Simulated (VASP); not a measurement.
Runs of VASP 6.6.1 on KTaO3. Symmetry: Pm-3m, No. 221, cubic system. Conventional cell: a = 3.984 Å, b = 3.984 Å, c = 3.984 Å, α = 90.00°, β = 90.00°, γ = 90.00°. K (site symmetry m-3m) has 12 O at 2.82 Å as nearest neighbours. Around Ta (site symmetry m-3m) lie 6 O at 1.99 Å. O (site symmetry 4/mmm) has 2 Ta at 1.99 Å as nearest neighbours. 

```tsv
task	cell	k mesh	cutoff (eV)	smearing	gap on the mesh (eV)	pressure (GPa)
single point	Pm-3m, 12.64 Å³/atom	8 × 8 × 8	520	gaussian 0.02 eV	2.18	6.8
relaxation of cell and atoms	relaxed	8 × 8 × 8	600	gaussian 0.02 eV	2.11	0.0
single point	Pm-3m, 13.04 Å³/atom	8 × 8 × 8	520	gaussian 0.02 eV	2.12	(b)
single point	Pm-3m, 12.69 Å³/atom	4 × 4 × 4	520	gaussian 0.1 eV	(a)	6.1
```

Alike in all rows: level PBE; potentials or basis VASP PAW PBE potentials, release 64 (K_sv, Ta_pv, O); no spin polarisation.

Fill in the values left out.

(a) 2.16; (b) 0.6.

Caveats: spin-orbit coupling is left out, which moves the levels of the heavy elements.

A k mesh can miss the band edges, and the runs leave out spin-orbit coupling on Ta.
